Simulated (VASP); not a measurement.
Level of theory: PBE GGA, VASP's PBE PAW potentials (set 64) (plane waves; VASP).

VASP input:

### KPOINTS
```
Automatic
0
G
  10 10 6
```

File POSCAR:
```
Tb
1
    1.7852892243    -3.0922111821     0.0000000000
    1.7852892243     3.0922111821     0.0000000000
    0.0000000000     0.0000000000     5.5340268219
Tb
2
Direct
  0.3333330000   0.6666670000   0.2500000000
  0.6666670000   0.3333330000   0.7500000000
```

INCAR:
```
# general
SYSTEM  = Tb
PREC    = Accurate
ENCUT   = 480
LREAL   = .FALSE.
LASPH   = .TRUE.

# electronic loop
EDIFF   = 1E-7
NELM    = 100
ALGO    = Normal
LMAXMIX = 6

# smearing
ISMEAR  = 1
SIGMA   = 0.1

# functional
GGA     = PE

# ions
ISIF    = 2

# output
LWAVE   = .FALSE.
LCHARG  = .FALSE.
```

POTCAR, in this order: Tb_3 (PBE.64 set). Program: vasp_std.

**Question.** What will the output report for the number of irreducible k-points (NKPTS), number of bands (NBANDS), largest plane-wave count, number of space-group operations, FFT grid (NGX, NGY, NGZ)?

**Answer.** 
- number of irreducible k-points (NKPTS) = 56
- number of bands (NBANDS) = 13
- largest plane-wave count = 1477
- number of space-group operations = 24
- FFT grid (NGX, NGY, NGZ) = 28 × 28 × 40

The compound is Tb in the hcp structure. This cell was strained or had an atom moved on purpose. The 4f electrons are frozen in the core of the lanthanide potential, so 4f levels, which can set the real gap, and their magnetism are missing.
